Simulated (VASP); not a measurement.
Input:

```
CdO
1.0
    0.00000     2.48902     2.48902
    2.48902     0.00000     2.48902
    2.48902     2.48902     0.00000
Cd O
1 1
Direct
  0.00000   0.00000   0.00000
  0.50000   0.50000   0.50000
```

The numbers are results of vdW-DF2, VASP's PBE PAW potentials (set 64) (plane waves; VASP), not measurements. Settings: 520 eV cut-off, 13×13×13 Γ-centred mesh, first-order Methfessel-Paxton smearing of 0.10 eV, potentials Cd O.

Question: Predict the energy per atom (σ→0), pressure, band gap (on the k-mesh) with the smallest direct gap where there is one.

Answer: 
The band gap (on the k-mesh) is none (metal, semimetal or under 0.01 eV) and the energy per atom (σ→0) comes out as -1.399 eV/atom. The pressure is -5.64 GPa.

The absolute energy has meaning only against runs of the same code, potentials and settings.

The compound is CdO in the rock salt structure. This cell is one point of a volume scan, at 1.06 of the reference volume.
